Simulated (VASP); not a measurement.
All values below come from PBE GGA, VASP's PBE PAW potentials (set 64) (plane waves; VASP).

Input for VASP

INCAR:
```
SYSTEM = AlN
PREC = Accurate; ENCUT = 620; LREAL = .FALSE.
LASPH = .TRUE.
EDIFF = 1E-6; NELM = 100; ALGO = Normal
ISMEAR = 0; SIGMA = 0.05
GGA = PE
IBRION = 2; NSW = 40; ISIF = 3
EDIFFG = -0.02; PSTRESS = 200
LWAVE = .FALSE.; LCHARG = .FALSE.
```

POSCAR:
```
AlN
1.0
  1.5403486875  -2.6679621822   0.0000000000
  1.5403486875   2.6679621822   0.0000000000
  0.0000000000   0.0000000000   4.9334103529
Al N
2 2
direct
  0.6666670000   0.3333330000   0.5000854415
  0.3333330000   0.6666670000   0.0000854415
  0.6666670000   0.3333330000   0.8819145585
  0.3333330000   0.6666670000   0.3819145585
```

KPOINTS:
```
kpoints
0
Gamma
  8 8 5
```

POTCAR, in this order: Al N (PBE.64 set). Program: vasp_std.

**Question.** What will the output report for the number of irreducible k-points (NKPTS), largest plane-wave count, number of space-group operations, FFT grid (NGX, NGY, NGZ)?

**Answer.** 
number of irreducible k-points (NKPTS): 30
largest plane-wave count: 1432
number of space-group operations: 12
FFT grid (NGX, NGY, NGZ): 28 × 28 × 40

The compound is AlN in the wurtzite structure. This run relaxes it under an external pressure of 20 GPa. Symmetry was kept, so distortions that lower it aren't found.
